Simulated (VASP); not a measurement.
OSZICAR of a VASP run on AgO (space group F-43m):

OSZICAR:
```
       N       E                     dE             d eps       ncg     rms          rms(c)
DAV:   1     0.933709762883E+02    0.93371E+02   -0.87273E+03  2568   0.130E+03
DAV:   2    -0.627757745405E+01   -0.99649E+02   -0.92972E+02  2780   0.282E+02
DAV:   3    -0.100047253069E+02   -0.37271E+01   -0.36846E+01  2760   0.595E+01
DAV:   4    -0.100233311678E+02   -0.18606E-01   -0.18601E-01  2836   0.471E+00
DAV:   5    -0.100234561406E+02   -0.12497E-03   -0.12498E-03  2796   0.382E-01    0.130E+01
DAV:   6    -0.856743202969E+01    0.14560E+01   -0.12083E+01  2644   0.488E+01    0.117E+01
DAV:   7    -0.808900498608E+01    0.47843E+00   -0.17445E+00  2704   0.211E+01    0.618E+00
DAV:   8    -0.808903066623E+01   -0.25680E-04   -0.36657E-01  2568   0.601E+00    0.886E-01
DAV:   9    -0.807858039684E+01    0.10450E-01   -0.18243E-02  2656   0.162E+00    0.319E-01
DAV:  10    -0.807773120187E+01    0.84919E-03   -0.47781E-03  2588   0.721E-01    0.107E-01
DAV:  11    -0.807774303788E+01   -0.11836E-04   -0.41549E-04  2620   0.294E-01    0.699E-02
DAV:  12    -0.807771558624E+01    0.27452E-04   -0.12405E-04  2596   0.184E-01    0.970E-03
DAV:  13    -0.807771578431E+01   -0.19808E-06   -0.50086E-06  2888   0.253E-02    0.207E-03
DAV:  14    -0.807771589814E+01   -0.11383E-06   -0.15044E-07  1920   0.572E-03    0.819E-04
DAV:  15    -0.807771596121E+01   -0.63064E-07   -0.26770E-08  1484   0.278E-03
   1 F= -.80777160E+01 E0= -.80777160E+01  d E =0.000000E+00
```

Which electronic solver shows in the log?

It is blocked Davidson (ALGO = Normal, or the opening steps of other solvers). The INCAR had ALGO = Normal.

Can the final energy be trusted as converged?

Self-consistency was reached. It stopped with EDIFF = 1E-7, NELM = 100 (PBEsol GGA, plane waves, VASP's PBE PAW potentials (set 64)).

The structure comes from a measured AgO entry (F-43m) of the Crystallography Open Database, whose conditions weren't checked. It was relaxed first, which changed the volume by +8 %. The electron count is odd and the run is not spin-polarised, which forces a metal.
